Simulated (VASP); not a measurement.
An input for Quantum ESPRESSO's pw.x (written as the equivalent of a VASP run, and not itself run):

```
&CONTROL
  calculation = 'vc-relax'
  pseudo_dir = './pseudo'
  outdir = './out'
  tprnfor = .true.
  tstress = .true.
  nstep = 60
  forc_conv_thr = 0.00078
/
&SYSTEM
  ibrav = 0
  nat = 4
  ntyp = 2
  ecutwfc = 58
  occupations = 'smearing'
  smearing = 'methfessel-paxton'
  degauss = 0.00735
  input_dft = 'pbesol'
/
&ELECTRONS
  conv_thr = 7.3e-08
  electron_maxstep = 100
/
&IONS
/
&CELL
/
ATOMIC_SPECIES
  P 30.974 P.upf
  Ta 180.948 Ta.upf
CELL_PARAMETERS angstrom
     1.5723621   -4.4387393    0.0000000
     1.5723621    4.4387393   -0.0000000
     0.0000000    0.0000000    4.2594528
ATOMIC_POSITIONS crystal
  P    0.5929723  0.4070277  0.2500000
  P    0.4070277  0.5929723  0.7500000
  Ta   0.8724236  0.1275764  0.2500000
  Ta   0.1275764  0.8724236  0.7500000
K_POINTS automatic
  9 9 7 0 0 0
```

Question: Translate this input to VASP (INCAR, KPOINTS, POSCAR, choice of POTCAR).

Answer: This is not unique; one that fits is 
**KPOINTS**
```
Automatic mesh
0
Gamma
9 9 7
0 0 0
```

POSCAR:
```
TaP
1
    1.5723620969    -4.4387393052     0.0000000000
    1.5723620969     4.4387393052    -0.0000000000
    0.0000000000     0.0000000000     4.2594527975
P Ta
2 2
Direct
  0.5929723469   0.4070276531   0.2500000000
  0.4070276531   0.5929723469   0.7500000000
  0.8724236078   0.1275763922   0.2500000000
  0.1275763922   0.8724236078   0.7500000000
```

### INCAR
```
SYSTEM = TaP
ISIF = 3
ALGO = Normal   ! blocked Davidson
SIGMA = 0.1   ! width (eV)
LWAVE = .FALSE.
LMAXMIX = 6   ! l cut-off of mixed one-centre charges
LCHARG = .FALSE.
EDIFF = 1E-6
LREAL = .FALSE.   ! projection in real space or not
ISMEAR = 1
PREC = Accurate
GGA = PS
ENCUT = 400
IBRION = 2
NELM = 100   ! most electronic steps
NSW = 60   ! most ionic steps
EDIFFG = -0.02   ! ionic stop
LASPH = .TRUE.
```

POTCAR, in this order: P Ta_pv (PBE.64 set). Program: vasp_std.

What does not carry over: the potentials are each code's own (VASP's PAW set, PseudoDojo norm-conserving files in pw.x), so ENCUT and ecutwfc are chosen apart and not converted; conv_thr bounds pw.x's estimated SCF error, while EDIFF bounds the energy change between steps; forc_conv_thr acts on force components and is met together with etot_conv_thr.

The structure was generated: TaP was put into the CrB type (Cmcm), which need not be its known phase. This run relaxes it. Symmetry was kept, so distortions that lower it aren't found. The start is the result of an earlier pass.
